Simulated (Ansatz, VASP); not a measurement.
## One calculation of LaTl3H6, two programs

```
La Tl H
1.0
     6.40159    0.00000    0.00000
     0.00000    6.40159    0.00000
     0.00000    0.00000    4.08977
La Tl H
1 3 6
Cartesian
  3.2008 3.2008 0.0000
  3.2008 0.0000 2.0449
  0.0000 3.2008 2.0449
  0.0000 0.0000 0.0000
  4.2026 3.2008 2.0449
  2.1990 3.2008 2.0449
  3.2008 2.1990 2.0449
  3.2008 4.2026 2.0449
  3.2008 0.0000 0.0000
  0.0000 3.2008 0.0000
```

Alike in both runs: functional PBE; k mesh 4 × 4 × 4; occupations gaussian, width 0.1 eV; no spin polarisation.

Ansatz relaxed the structure, and its values are those at the end. VASP's run is a single point on that final structure, the one shown.

|  | VASP | Ansatz |
| --- | --- | --- |
| version | VASP 6.6.1 | Ansatz 0.2.0 |
| potentials or method | VASP PAW PBE potentials, release 64 (La, Tl_d, H) | scalar-relativistic, plane waves, PAW |
| plane-wave cutoff (eV) | 520 | 420 |
| valence electrons in the cell | 56 | 56 |

|  | VASP | Ansatz | Ansatz less VASP |
| --- | --- | --- | --- |
| gap on the k mesh at the Fermi level (eV) | none | none | - |
| pressure (GPa) | 0.1 | 0.3 | +0.13 |
| rms of the force components (eV/Å) | 0.007 | 0.006 | -0.0003 |

A gap of «none» marks a metal or a gap that the smearing closes.

Caveats: the k mesh is coarse (spacing up to 0.38 Å⁻¹), so the values aren't converged. Spin-orbit coupling is left out, which matters for the levels of La, Tl.
